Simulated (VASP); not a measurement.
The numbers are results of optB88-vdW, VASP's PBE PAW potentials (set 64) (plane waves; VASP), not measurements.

A VASP calculation is set up with these files.

INCAR:
```
AGGAC = 0.0
ALGO = Normal
EDIFF = 1E-7
ENCUT = 520
GGA = BO
ISIF = 2
ISMEAR = -5
LASPH = .True.
LCHARG = .True.
LEFG = .True.
LMAXMIX = 6
LORBIT = 11
LREAL = .False.
LUSE_VDW = .True.
LWAVE = .False.
NEDOS = 601
NELM = 100
PARAM1 = 0.1833333333
PARAM2 = 0.22
PREC = Accurate
SYSTEM = La2O3
```

**KPOINTS**
```
Automatic mesh
0
G
  7 7 4
```

**POSCAR**
```
La2O3
1
    1.9696642784    -3.4115585132     0.0000000000
    1.9696642784     3.4115585132     0.0000000000
    0.0000000000     0.0000000000     6.1178441380
La O
2 3
Direct
  0.3333330000   0.6666670000   0.2455392232
  0.6666670000   0.3333330000   0.7544607768
  0.0000000000   0.0000000000   0.0000000000
  0.3333330000   0.6666670000   0.6462670882
  0.6666670000   0.3333330000   0.3537329118
```

POTCAR, in this order: La O (PBE.64 set). Program: vasp_std.

Task: What does the run give for the energy per atom (σ→0)?

Result: 
```
Quantity                        Value
---------------------  --------------
energy per atom (σ→0)  -6.646 eV/atom
```

### OSZICAR
```
...
DAV:  18    -0.332312220608E+02   -0.13771E-05   -0.93046E-06  2664   0.223E-02    0.455E-03
DAV:  19    -0.332312219070E+02    0.15376E-06   -0.85117E-07  2368   0.675E-03    0.423E-03
DAV:  20    -0.332312215186E+02    0.38840E-06   -0.20625E-07  1744   0.508E-03    0.369E-03
DAV:  21    -0.332312212339E+02    0.28469E-06   -0.41047E-07  2096   0.524E-03    0.299E-03
DAV:  22    -0.332312210467E+02    0.18725E-06   -0.15080E-07  1672   0.350E-03    0.251E-03
DAV:  23    -0.332312209280E+02    0.11871E-06   -0.67064E-08  1240   0.369E-03    0.227E-03
DAV:  24    -0.332312208306E+02    0.97335E-07   -0.20914E-07  1576   0.485E-03
   1 F= -.33231221E+02 E0= -.33231221E+02  d E =0.000000E+00
```

The compound is La2O3 in the a-type structure. It was relaxed first.
